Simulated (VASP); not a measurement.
Given:

```yaml
crystal:
  lattice:
    - [0.00000, 2.75340, 2.75340]
    - [2.75340, 0.00000, 2.75340]
    - [2.75340, 2.75340, 0.00000]
  atoms:
    - { symbol: Al, position: [0.00000, 0.00000, 0.00000] }
    - { symbol: P, position: [0.25000, 0.25000, 0.25000] }
```

All values below come from PBE GGA, VASP's PBE PAW potentials (set 64) (plane waves; VASP 6.6.1). Run with 400 eV cut-off, Gaussian smearing of 0.050 eV, potentials Al P.

Task: Estimate the band gap (along the path) with the smallest direct gap where there is one.

Result: 
```yaml
band gap (along the path): 1.63 eV
smallest direct gap (along the path): 3.09 eV
```

Only differences to runs with the same potentials and settings are physical.

The structure was generated: AlP was put into the zinc blende type (F-43m), which need not be its known phase. It was relaxed first, which changed the volume by +14 %.
